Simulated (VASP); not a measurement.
Here is a VASP 6.6.1 calculation.

INCAR

```
SYSTEM = ScB4
PREC     = Accurate       ! precision mode
ENCUT    = 520            ! plane-wave cutoff, eV
EDIFF    = 1E-7           ! SCF threshold, eV
ISMEAR   = 0              ! smearing method
SIGMA    = 0.1            ! smearing width, eV
LREAL    = .False.        ! projectors in reciprocal space
LASPH    = .True.         ! aspherical terms in the spheres
NELM     = 100            ! most SCF steps
ALGO     = Fast           ! electronic algorithm
ISIF     = 2              ! what is computed and relaxed
LWAVE    = .False.        ! write WAVECAR
LCHARG   = .True.         ! write CHGCAR
GGA      = PE             ! functional
LELF     = .True.         ! ELF
LVHAR    = .True.       
NBANDS   = 20             ! bands
```

The input KPOINTS:

```
Automatic mesh
0
Gamma
  10 10 10
  0 0 0
```

Contents of POSCAR:

```
ScB4
1.0
    3.9187118832      0.0000000000      0.0000000000
    0.0000000000      3.9187118832      0.0000000000
    0.0000000000      0.0000000000      3.9187118832
Sc B
1 4
Direct
    0.0000000000      0.0000000000      0.0000000000
    0.3448636449      0.3448636449      0.3448636449
    0.6551363551      0.6551363551      0.3448636449
    0.3448636449      0.6551363551      0.6551363551
    0.6551363551      0.3448636449      0.6551363551
```

Potentials or basis: VASP PAW PBE potentials, release 64 (Sc_sv, B).

Command:

```bash
$ cat potpaw_PBE.64/Sc_sv/POTCAR potpaw_PBE.64/B/POTCAR > POTCAR
$ mpirun -np 1 vasp_std > vasp.out
```

Problem. Predict the pressure.

Solution. 0.1 GPa.

Problem. What does it give for the band gap on the k mesh?

Solution. None (metal or under the smearing width).

Forces in eV/Å, atoms in the order of the input:
```
Sc   0.000  0.000  0.000
B    0.003  0.003  0.003
B   -0.003 -0.003  0.003
B    0.003 -0.003 -0.003
B   -0.003  0.003 -0.003
```
